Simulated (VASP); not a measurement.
Given:

```
MgS
1.0
    0.00000     2.69654     2.69654
    2.69654     0.00000     2.69654
    2.69654     2.69654     0.00000
Mg S
1 1
Direct
  0.00000   0.00000   0.00000
  0.50000   0.50000   0.50000
```

Calculation: vdW-DF2, VASP's PBE PAW potentials (set 64) (plane waves; VASP 6.6.1). Run with 520 eV cut-off, 9×9×9 Γ-centred mesh, Gaussian smearing of 0.050 eV, potentials Mg S.

### Question
Predict the energy per atom (σ→0), pressure.

### Answer

The energy per atom (σ→0) is -2.617 eV/atom. The pressure is -3.56 GPa.

The compound is MgS in the rock salt structure. This cell is one point of a volume scan, at 1.06 of the reference volume.
